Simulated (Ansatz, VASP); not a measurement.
# Cross-check of HfB2 between VASP and Ansatz, part 2 of 2

Aim: how closely do two programs agree when they are given the same cell, functional and k mesh? The structure shown is the end of the Ansatz relaxation below.

VASP 6.6.1 and Ansatz 0.2.0.

So far. Step 3 (VASP: single point, PBEsol, pair 1): The run ends at a pressure of -14.14 GPa.

### 6. VASP: single point, PBEsol, pair 2

Level of this step: PBEsol; plane waves and PAW (B, Hf_pv) (VASP).

The same cell, functional, mesh and smearing now go to VASP, with its own data sets.

File INCAR:

```
SYSTEM = HfB2
PREC = Accurate
ENCUT = 500
EDIFF = 1E-06
NELM = 120
ISMEAR = 1
SIGMA = 0.2
LREAL = .FALSE.
ALGO = Normal
GGA = PS
NBANDS = 14
LASPH = .TRUE.
LORBIT = 11
LWAVE = .FALSE.
LCHARG = .FALSE.
ISIF = 2
GGA_COMPAT = .FALSE.
KPAR = 2
```

File POSCAR:

```
HfB2
1.0
    3.1464623427      0.0000000000      0.0000000000
   -1.5732311714      2.7249163208      0.0000000000
    0.0000000000      0.0000000000      3.3437830508
B Hf
2 1
Direct
    0.3333333333      0.6666666667      0.5000000000
    0.6666666667      0.3333333333      0.5000000000
    0.0000000000      0.0000000000      0.0000000000
```

File KPOINTS:

```
Automatic mesh
0
Gamma
15 15 12
0 0 0
```

Potentials, in the order of the species: B and Hf_pv (PBE family, release 64).

Started as:

```bash
$ mpirun -np 2 vasp_std
```

Numbers of over 12 decimals in the logs are rounded to 6 here.

The program printed:

```text
[banner, memory and clock lines left out]
running    2 mpi-ranks, on    1 nodes
[...]
[... a notice as in an earlier step ...]

 LDA part: xc-table for (Slater+PW92), standard interpolation
 POSCAR, INCAR and KPOINTS ok, starting setup
[...]
entering main loop
       N       E                     dE             d eps       ncg     rms          rms(c)
DAV:   1     0.265411627627E+02    0.26541E+02   -0.80030E+03  5292   0.106E+03
DAV:   2    -0.284287580375E+02   -0.54970E+02   -0.51552E+02  6834   0.226E+02
DAV:   3    -0.299207061371E+02   -0.14919E+01   -0.14840E+01  7044   0.278E+01
DAV:   4    -0.299276420639E+02   -0.69359E-02   -0.69349E-02  6078   0.225E+00
[...]
DAV:  11    -0.278273798019E+02   -0.36401E-05   -0.42983E-05  6546   0.498E-02    0.666E-02
DAV:  12    -0.278273782911E+02    0.15108E-05   -0.32330E-06  6258   0.142E-02    0.281E-02
DAV:  13    -0.278273784250E+02   -0.13383E-06   -0.12680E-07  3096   0.319E-03
   1 F= -.27827378E+02 E0= -.27827342E+02  d E =-.108686E-03
```

From OUTCAR (step 6):

```text
  Total       -0.0036231     -0.0036231      2.4139311      0.0000000     -0.0000000      0.0000000
  in kB       -0.2024769     -0.2024769    134.9030112      0.0000000     -0.0000000      0.0000000
  external PRESSURE =      44.8326858 kB  Pullay stress =       0.0000000 kB

 POSITION                                       TOTAL-FORCE (eV/Angst)
 -----------------------------------------------------------------------------------
     -0.00000      1.81661      1.67189        -0.000000     -0.000000      0.000000
      1.57323      0.90831      1.67189         0.000000      0.000000      0.000000
      0.00000      0.00000      0.00000         0.000000      0.000000      0.000000
 -----------------------------------------------------------------------------------
    total drift:                               -0.000000      0.000000      0.000000

  FREE ENERGIE OF THE ION-ELECTRON SYSTEM (eV)
  ---------------------------------------------------
  free  energy   TOTEN  =       -27.8273784250 eV

  energy  without entropy=      -27.8272697389  energy(sigma->0) =      -27.82734220

[... 1 part as in an earlier step ...]

[... 2 further parts left out ...]
[key lines of the parts left out:]
E-fermi :   7.8779
```

The run ends at a pressure of 4.48 GPa.

### 7. Differences

What differs besides the data sets and the points named for the pairs above, as far as they apply: the data sets hold 32 valence electrons in Ansatz (on its PAW soft_1 files) and 16 in VASP. Total energies have different zeros and are not compared.

Both answers:

```
      quantity  Ansatz  VASP  difference
pressure (GPa)    4.35  4.48       -0.13
```

### 8. Ansatz: relaxation, PBEsol

This run makes the geometry at which the two programs are then compared. The cell compared in this pair holds 28.50 Å³, against 28.67 Å³ for the pair before.

The structure compared here is the end of the Ansatz relaxation.

File input.yaml:

```yaml
crystal:
  lattice:
    - [3.1464623427, 0.0, 0.0]
    - [-1.5732311714, 2.7249163208, 0.0]
    - [0.0, 0.0, 3.3093110606]
  atoms:
    - { symbol: B, position: [0.3333333333, 0.6666666667, 0.5] }
    - { symbol: B, position: [0.6666666667, 0.3333333333, 0.5] }
    - { symbol: Hf, position: [0.0, 0.0, 0.0] }
kpoints:
  mp_grid: { grid: [15, 15, 12] }
hamiltonian:
  xc: pbesol
  pseudopotentials: { kind: paw, azcp: { folder: soft_1 }, xc_functional: pbe }
scf:
  occupations: { method: methfessel_paxton, width: 0.2 }
output:
  forces: true
  stress: true
  eigenvalues: true
relax:
  adjacent_minimum: "off"
  f_tol: 0.001
  max_steps: 60
  cell: { stress_tol: 0.01, fix: [c, angles] }
```

Started as:

```bash
$ ansatz run input.yaml --threads 4 --pin off --max-ram 10240MiB --backend cpu --events-out ev --progress --plain --runs-dir out
```

The program printed:

```text
[...]
Crystal: 3 atoms, lattice volume = 28.374 Å³
Basis set: ecut = 420 eV, 551 PW (Γ), exchange–correlation on 48×48×48 points (8 copies of the dense FFT grid, shifted against one another)
Bands: 20, of which v1, the nominal top of the filled ones, is band 16 counted from 1 (15 counted from 0)
Symmetry: 8 space group operations
k-points: 448 of 2700
[...]
--- Relaxed structure (3 steps of the walk, 3 accepted, 1 SCFs on fresh bases) ---
[...]
cell:  # Å, volume = 28.5013 Å³
    - [3.153540, 2.8932597593817772e-11, 0.0]
    - [-1.576770, 2.731046, 0.0]
    - [0.0, 0.0, 3.3093110606]
  atoms:
    - { symbol: B, position: [0.333333, 0.666667, 0.500000] }
    - { symbol: B, position: [0.666667, 0.333333, 0.500000] }
    - { symbol: Hf, position: [0, 0, 0.0] }
[key lines of the parts left out:]
SCF converged after 6 iterations
Free energy (F): -15907.319333 eV
Fermi energy:    19.924214 eV
P = ⅓ Tr σ = 5.8955 GPa (58.955 kbar)
```

### 9. VASP: single point, PBEsol, pair 3

The same cell, functional, mesh and smearing now go to VASP, with its own data sets.

INCAR is that of step 6.

File POSCAR:

```
HfB2
1.0
    3.1535400564      0.0000000000      0.0000000000
   -1.5767700282      2.7310458007      0.0000000000
    0.0000000000      0.0000000000      3.3093110606
B Hf
2 1
Direct
    0.3333333332      0.6666666668      0.5000000000
    0.6666666668      0.3333333332      0.5000000000
    0.0000000000      0.0000000000      0.0000000000
```

KPOINTS is that of step 6.

Started as:

```bash
$ mpirun -np 2 vasp_std
```

The program printed:

```text
[... set-up lines as in an earlier step ...]
 entering main loop
       N       E                     dE             d eps       ncg     rms          rms(c)
DAV:   1     0.260219251185E+02    0.26022E+02   -0.80300E+03  5292   0.106E+03
DAV:   2    -0.283533551605E+02   -0.54375E+02   -0.50902E+02  6854   0.224E+02
DAV:   3    -0.298537328761E+02   -0.15004E+01   -0.14914E+01  7038   0.278E+01
DAV:   4    -0.298605873794E+02   -0.68545E-02   -0.68529E-02  6096   0.226E+00
[...]
DAV:  11    -0.277980093426E+02   -0.24229E-05   -0.36839E-05  6588   0.460E-02    0.595E-02
DAV:  12    -0.277980080936E+02    0.12490E-05   -0.26969E-06  6238   0.130E-02    0.289E-02
DAV:  13    -0.277980082210E+02   -0.12739E-06   -0.11721E-07  3072   0.306E-03
   1 F= -.27798008E+02 E0= -.27797914E+02  d E =-.282742E-03
```

Parts of OUTCAR (step 9):

```text
  Total        0.0049903      0.0049903      3.2373346      0.0000000     -0.0000000      0.0000000
  in kB        0.2805273      0.2805273    181.9840185      0.0000000     -0.0000000      0.0000000
  external PRESSURE =      60.8483577 kB  Pullay stress =       0.0000000 kB

 POSITION                                       TOTAL-FORCE (eV/Angst)
 -----------------------------------------------------------------------------------
     -0.00000      1.82070      1.65466        -0.000000      0.000000      0.000000
      1.57677      0.91035      1.65466         0.000000     -0.000000      0.000000
      0.00000      0.00000      0.00000         0.000000      0.000000      0.000000
 -----------------------------------------------------------------------------------
    total drift:                                0.000000     -0.000000      0.000000

  FREE ENERGIE OF THE ION-ELECTRON SYSTEM (eV)
  ---------------------------------------------------
  free  energy   TOTEN  =       -27.7980082210 eV

  energy  without entropy=      -27.7977254786  energy(sigma->0) =      -27.79791397

[... 1 part as in an earlier step ...]

[... 2 further parts left out ...]
[key lines of the parts left out:]
E-fermi :   7.9244
```

The run ends at a pressure of 6.08 GPa.

### 10. Side by side

What differs besides the data sets and the points named for the pairs above, as far as they apply: the data sets hold 32 valence electrons in Ansatz (on its PAW soft_1 files) and 16 in VASP. Total energies have different zeros and are not compared.

Compared:

```
      quantity  Ansatz  VASP  difference
pressure (GPa)    5.90  6.08       -0.19
```

### 11. Summary of results

- difference in pressure (single point, PBEsol, pair 1): 0.10 GPa
- difference in pressure (single point, PBEsol, pair 2): -0.13 GPa
- difference in pressure (single point, PBEsol, pair 3): -0.19 GPa

What this shows: The difference in pressure is -0.19 GPa (single point, PBEsol, pair 3), within the 1 GPa picked in this series as the mark of a large difference. The data sets hold unlike numbers of valence electrons (32 in Ansatz and 16 in VASP), so part of the differences comes from the potentials. 5 further runs of this series are not shown here. Such differences can come from data sets, numerical settings and the points named under the comparisons, not from the functional's error against experiment.

[Lines on the potential files, build, host, timing and source positions are cut from VASP's logs without a mark.]

[Logs are printed without paths, hosts, clocks, repeated set-up lines and the standing remarks that a program may print on its own settings, such as how far it seeks lower states.]

[Hosts, paths, dates, database ids (printed as entryN), source tags and the programs' standing remarks are cut or masked in the printed files.]
